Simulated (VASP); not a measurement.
The system is C.

```
C
1.0
     2.46729    0.00000    0.00000
    -1.23365    2.13674    0.00000
     0.00000    0.00000    7.80307
C
4
Direct
  0.00000 0.00000 0.25000
  0.00000 0.00000 0.75000
  0.33333 0.66667 0.25000
  0.66667 0.33333 0.75000
```

- Program: VASP 6.6.1
- Task: relaxation of cell and atoms
- Functional: PBE
- Dispersion: D3(BJ)
- Potentials or basis: VASP PAW PBE potentials, release 64 (C)
- Cutoff: 520 eV
- k mesh: 3 × 3 × 1
- Occupations: gaussian, width 0.02 eV
- Spin: no spin polarisation

At the start: pressure 1.3 GPa; volume 10.28 Å³/atom.

Task: Where does the relaxation end?

Result: Over 16 steps the energy falls by 31.5 meV/atom and the volume is 8.57 Å³/atom (-16.6 %); space group P6_3/mmc (No. 194, to 0.05 Å).

The path:
| step | energy change (eV) | largest force (eV/Å) | pressure (GPa) | volume (Å³) |
| --- | --- | --- | --- | --- |
| 1 | 0.0000 | 0.0000 | 1.28 | 41.14 |
| 2 | 0.0051 | 0.0000 | -6.76 | 41.62 |
| 3 | -0.0064 | 0.0000 | -2.25 | 41.35 |
| 4 | -0.0187 | 0.0000 | -2.32 | 40.78 |
| 5 | -0.0561 | 0.0000 | -2.51 | 39.07 |
| 6 | -0.1176 | 0.0000 | -2.46 | 35.67 |
| 7 | 0.2348 | 0.0000 | 5.70 | 28.85 |
| 8 | -0.1219 | 0.0000 | -2.36 | 35.18 |
| 9 | -0.1242 | 0.0000 | -2.11 | 34.41 |
| 10 | 0.0193 | 0.0000 | 22.41 | 32.29 |
| 11 | -0.1259 | 0.0000 | -0.06 | 34.21 |
| 12 | -0.1259 | 0.0000 | 0.02 | 34.20 |
| 13 | -0.1259 | 0.0000 | 0.06 | 34.19 |
| 14 | -0.1259 | 0.0000 | 0.04 | 34.24 |
| 15 | -0.1259 | 0.0000 | 0.03 | 34.26 |
| 16 | -0.1260 | 0.0000 | 0.02 | 34.30 |

Final structure:
```
CELL_PARAMETERS angstrom
2.47367 0.00000 0.00000
-1.23684 2.14226 0.00000
0.00000 0.00000 6.47201
ATOMIC_POSITIONS crystal
C 0.00000 0.00000 0.25000
C 0.00000 0.00000 0.75000
C 0.33333 0.66667 0.25000
C 0.66667 0.33333 0.75000
```

Caveat: the k mesh is coarse (spacing up to 0.98 Å⁻¹), so the values aren't converged; the volume moved by over 15 % at a fixed basis, so the end points are rough.
